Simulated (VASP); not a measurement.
Here is the system:

```yaml
crystal:
  lattice:
    - [3.72316, 0.00000, 0.00000]
    - [0.00000, 3.72316, 0.00000]
    - [0.00000, 0.00000, 3.72316]
  atoms:
    - { symbol: Cu, position: [0.00000, 0.50000, 0.50000] }
    - { symbol: Cu, position: [0.50000, 0.00000, 0.50000] }
    - { symbol: Cu, position: [0.50000, 0.50000, 0.00000] }
    - { symbol: Au, position: [0.00000, 0.00000, 0.00000] }
```

All values below come from PBE GGA with D3 dispersion (Becke-Johnson damping), VASP's PBE PAW potentials (set 64) (plane waves; VASP). Run with 520 eV cut-off, 9×9×9 Γ-centred mesh, tetrahedra with Blöchl corrections, potentials Cu Au.

Unless said otherwise, spin-orbit coupling is left out, though it shifts the bands of the heavy elements here.

Task: Estimate the energy per atom (σ→0), band gap (on the k-mesh) with the smallest direct gap where there is one.

Result: 
```yaml
band gap (on the k-mesh): none (metal, semimetal or under 0.01 eV)
energy per atom (σ→0): -4.244 eV/atom
```

The absolute energy has meaning only against runs of the same code, potentials and settings.

The compound is Cu3Au in the L1_2 structure. It was relaxed first.
